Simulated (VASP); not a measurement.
Output of a VASP run:

File OSZICAR:
```
...
DAV:   2    -0.331825528452E+02   -0.87654E-02   -0.15155E-01  1497   0.172E+00    0.751E-01
DAV:   3    -0.331815806915E+02    0.97215E-03   -0.14704E-02  1524   0.663E-01    0.580E-01
DAV:   4    -0.331808121362E+02    0.76856E-03   -0.46708E-03  1552   0.358E-01    0.247E-01
DAV:   5    -0.331808028181E+02    0.93181E-05   -0.46578E-04  1439   0.118E-01    0.338E-02
DAV:   6    -0.331807864202E+02    0.16398E-04   -0.65397E-05  1501   0.437E-02    0.265E-02
DAV:   7    -0.331807860577E+02    0.36249E-06   -0.72718E-06  1529   0.136E-02    0.852E-03
DAV:   8    -0.331807858606E+02    0.19711E-06   -0.13148E-06  1376   0.564E-03    0.223E-03
DAV:   9    -0.331807858806E+02   -0.20043E-07   -0.17524E-07  1029   0.231E-03
   2 F= -.33180786E+02 E0= -.33180786E+02  d E =-.234467E-01
       N       E                     dE             d eps       ncg     rms          rms(c)
DAV:   1    -0.331811073490E+02   -0.32149E-03   -0.40281E-02  1261   0.892E-01    0.215E-01
DAV:   2    -0.331812312004E+02   -0.12385E-03   -0.20578E-03  1504   0.202E-01    0.856E-02
DAV:   3    -0.331812166018E+02    0.14599E-04   -0.13862E-04  1522   0.662E-02    0.670E-02
DAV:   4    -0.331812120886E+02    0.45133E-05   -0.66017E-05  1498   0.423E-02    0.237E-02
DAV:   5    -0.331812107700E+02    0.13185E-05   -0.15254E-05  1522   0.208E-02    0.325E-03
DAV:   6    -0.331812104874E+02    0.28266E-06   -0.13210E-06  1300   0.594E-03    0.397E-03
DAV:   7    -0.331812105183E+02   -0.30917E-07   -0.64476E-08   851   0.149E-03
   3 F= -.33181211E+02 E0= -.33181211E+02  d E =-.238714E-01
       N       E                     dE             d eps       ncg     rms          rms(c)
DAV:   1    -0.332274162838E+02   -0.46206E-01   -0.20891E+00  1256   0.919E+00    0.154E+00
DAV:   2    -0.331997726237E+02    0.27644E-01   -0.19243E-01  1479   0.245E+00    0.952E-01
DAV:   3    -0.331934244875E+02    0.63481E-02   -0.19193E-02  1466   0.824E-01    0.320E-01
DAV:   4    -0.331911460986E+02    0.22784E-02   -0.78921E-03  1398   0.470E-01    0.210E-01
DAV:   5    -0.331911379711E+02    0.81276E-05   -0.51636E-04  1444   0.120E-01    0.593E-02
DAV:   6    -0.331911037907E+02    0.34180E-04   -0.22043E-04  1511   0.751E-02    0.276E-02
DAV:   7    -0.331911057349E+02   -0.19442E-05   -0.34366E-05  1677   0.322E-02    0.133E-02
DAV:   8    -0.331911056250E+02    0.10985E-06   -0.82085E-06  1541   0.169E-02    0.414E-03
DAV:   9    -0.331911055745E+02    0.50532E-07   -0.73224E-07  1453   0.471E-03
   4 F= -.33191106E+02 E0= -.33191106E+02  d E =-.989506E-02
       N       E                     dE             d eps       ncg     rms          rms(c)
DAV:   1    -0.332169724089E+02   -0.25867E-01   -0.13586E+00  1256   0.742E+00    0.125E+00
DAV:   2    -0.331991278685E+02    0.17845E-01   -0.12436E-01  1473   0.197E+00    0.765E-01
DAV:   3    -0.331950095593E+02    0.41183E-02   -0.12576E-02  1502   0.664E-01    0.256E-01
DAV:   4    -0.331935376252E+02    0.14719E-02   -0.50827E-03  1412   0.376E-01    0.171E-01
DAV:   5    -0.331935254779E+02    0.12147E-04   -0.34484E-04  1452   0.964E-02    0.452E-02
DAV:   6    -0.331935066337E+02    0.18844E-04   -0.14236E-04  1512   0.603E-02    0.226E-02
DAV:   7    -0.331935079453E+02   -0.13116E-05   -0.20155E-05  1615   0.250E-02    0.103E-02
DAV:   8    -0.331935078306E+02    0.11472E-06   -0.48060E-06  1562   0.132E-02    0.310E-03
DAV:   9    -0.331935078320E+02   -0.13924E-08   -0.28359E-07  1182   0.317E-03
   5 F= -.33193508E+02 E0= -.33193508E+02  d E =-.122973E-01
```

### OUTCAR
```
------------------------ aborting loop because EDIFF is reached ----------------------------------------
  FORCE on cell =-STRESS in cart. coord.  units (eV):
  Direction    XX          YY          ZZ          XY          YZ          ZX
  --------------------------------------------------------------------------------------
  Total        0.8596397      0.8596395      0.9027805      0.0000000      0.0000000      0.0000000
  in kB       13.4286169     13.4286139     14.1025286      0.0000000      0.0000000      0.0000000
  external PRESSURE =      13.6532531 kB  Pullay stress =       0.0000000 kB
  volume of cell :      102.56
      direct lattice vectors                 reciprocal lattice vectors
     1.569352676 -2.718198262 -0.000000000     0.318602700 -0.183945376 -0.000000000
     1.569352676  2.718198262 -0.000000000     0.318602700  0.183945376 -0.000000000
     0.000000000 -0.000000000 12.021650615     0.000000000  0.000000000  0.083183253
 POSITION                                       TOTAL-FORCE (eV/Angst)
 -----------------------------------------------------------------------------------
      1.56935      0.90607      3.00541        -0.000000      0.000000      0.000000
      1.56935     -0.90607      9.01624        -0.000000     -0.000000      0.000000
      1.56935      0.90607     10.58498         0.000000      0.000000      0.006601
      1.56935     -0.90607      4.57416         0.000000     -0.000000      0.006601
      1.56935     -0.90607      1.43667         0.000000     -0.000000     -0.006601
      1.56935      0.90607      7.44749         0.000000     -0.000000     -0.006601
 -----------------------------------------------------------------------------------
    total drift:                                0.000217      0.001581     -0.000030
  FREE ENERGIE OF THE ION-ELECTRON SYSTEM (eV)
  ---------------------------------------------------
  free  energy   TOTEN  =       -33.1935078320 eV

  energy  without entropy=      -33.1935078320  energy(sigma->0) =      -33.19350783

 reached required accuracy - stopping structural energy minimisation
```
(Selected blocks of OUTCAR.)

POSCAR:
```
MoS2
1
    1.5596829121    -2.7014497766     0.0000000000
    1.5596829121     2.7014497766     0.0000000000
    0.0000000000     0.0000000000    12.1711768427
Mo S
2 4
Direct
  0.3333330000   0.6666670000   0.2500000000
  0.6666670000   0.3333330000   0.7500000000
  0.3333330000   0.6666670000   0.8774675817
  0.6666670000   0.3333330000   0.3774675817
  0.6666670000   0.3333330000   0.1225324183
  0.3333330000   0.6666670000   0.6225324183
```

Task: Write an INCAR and KPOINTS that could have produced this output.

Result: This is not unique; one that fits is the input of the run itself, vdW-DF-cx, plane waves, VASP's PBE PAW potentials (set 64).

File KPOINTS:
```
Automatic mesh
0
Gamma
8 8 2
0 0 0
```

### INCAR
```
# general
SYSTEM   = MoS2
PREC     = Accurate
ENCUT    = 520   # plane-wave cut-off (eV)
LREAL    = .FALSE.
LASPH    = .TRUE.   # aspherical one-centre terms

# electronic loop
EDIFF    = 1E-7   # SCF stop (eV)
NELM     = 100   # most electronic steps
ALGO     = Normal
LMAXMIX  = 4   # l cut-off of mixed one-centre charges

# smearing
ISMEAR   = 0   # Gaussian
SIGMA    = 0.05   # width (eV)

# functional
GGA      = CX
LUSE_VDW = .TRUE.
AGGAC    = 0.0

# ions
IBRION   = 2   # conjugate gradients
NSW      = 30   # most ionic steps
ISIF     = 4   # ions and shape, fixed volume
EDIFFG   = -0.01   # ionic stop

# output
LWAVE    = .FALSE.
LCHARG   = .FALSE.
```

POTCAR, in this order: Mo_sv S (PBE.64 set). Program: vasp_std.

The compound is MoS2 in the 2H layered structure. This cell is one point of a volume scan, at 0.97 of the reference volume. Symmetry was kept, so distortions that lower it aren't found.
